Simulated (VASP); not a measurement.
Crystal: CdSe.

```
Cd Se
1.0
     4.34530    0.00000    0.00000
    -2.17265    3.76314    0.00000
     0.00000    0.00000    7.08676
Cd Se
2 2
Direct
  0.66667 0.33333 0.49998
  0.33333 0.66667 0.99998
  0.66667 0.33333 0.87588
  0.33333 0.66667 0.37588
```

The cell is a database's computed one.

Program: VASP 6.6.1. Alike in all runs: potentials or basis VASP PAW PBE potentials, release 64 (Cd, Se); no spin polarisation; cell as given; smearing gaussian 0.02 eV. Hardware: 4 MPI ranks on AMD EPYC 7R13 Processor (Zen 3), with other jobs on the host.

Order these runs on this cell by their wall time, lowest first.
A. task dielectric tensor; level PBE; k mesh 9 × 9 × 5; cutoff (eV) 450
B. task band structure; level PBE; k mesh 10 × 10 × 6; cutoff (eV) 300
C. task band structure; level r2SCAN; k mesh 10 × 10 × 6; cutoff (eV) 450
D. task band structure; level PBE; k mesh 10 × 10 × 6; cutoff (eV) 600

B (33 s), D (96 s), C (250 s), A (890 s).
